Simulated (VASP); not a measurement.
Level of theory: LDA (Ceperley-Alder, Perdew-Zunger), VASP's LDA PAW potentials (set 64) (plane waves; VASP 6.6.1).

VASP input:

**POSCAR**
```
Ge
1
    3.9975900000     0.0000000000     0.0000000000
   -1.9987950000     3.4620140000     0.0000000000
    0.0000000000     0.0000000000     6.5993800000
Ge
4
Direct
  0.6629990000   0.3233610000   0.0675460000
  0.3338800000   0.6762780000   0.9406670000
  0.3287380000   0.6645980000   0.5604040000
  0.6743840000   0.3357620000   0.4313830000
```

File KPOINTS:
```
kpoints
0
G
  5 5 3
```

INCAR:
```
ALGO  =  Normal
EDIFF  =  1E-6
ENCUT  =  300
ISIF  =  2
ISMEAR  =  -1
LASPH  =  T
LCHARG  =  F
LMAXMIX  =  4
LREAL  =  F
LWAVE  =  F
NELM  =  100
PREC  =  Accurate
SIGMA  =  0.1
SYSTEM  =  Ge
```

POTCAR, in this order: Ge_d (LDA.64 set). Program: vasp_std.

At this cut-off the stress carries a Pulay error, which pulls relaxed volumes low.

Question: What does the run give for the energy per atom (σ→0), pressure, largest force?

Answer: 
The energy per atom (σ→0) is -5.130 eV/atom and the pressure comes out as -2.83 GPa. The largest force is 0.01679 Ha/bohr.

OSZICAR:
```
...
DAV:   7    -0.205295694866E+02    0.11823E+00   -0.22693E-01  2605   0.432E+00    0.221E-01
DAV:   8    -0.205309904038E+02   -0.14209E-02   -0.19922E-02  3061   0.431E+00    0.128E-01
DAV:   9    -0.205312561657E+02   -0.26576E-03   -0.21604E-03  3675   0.147E+00    0.428E-02
DAV:  10    -0.205313197097E+02   -0.63544E-04   -0.85158E-04  3019   0.310E-01    0.219E-02
DAV:  11    -0.205313101976E+02    0.95121E-05   -0.52231E-05  3280   0.410E-01    0.699E-03
DAV:  12    -0.205313122213E+02   -0.20237E-05   -0.21833E-05  2931   0.104E-01    0.314E-03
DAV:  13    -0.205313125471E+02   -0.32577E-06   -0.71240E-06  2471   0.728E-02
   1 F= -.20531313E+02 E0= -.20521770E+02  d E =-.190854E-01
```

The structure comes from a computed database's Ge entry; how it stands against other phases isn't given here. The cell was not relaxed at this level, atoms are displaced from their ideal sites. The run is one of a series of settings (GGA removed, POTCAR Ge_d (LDA.64 set) against the base run), some of them coarse on purpose.
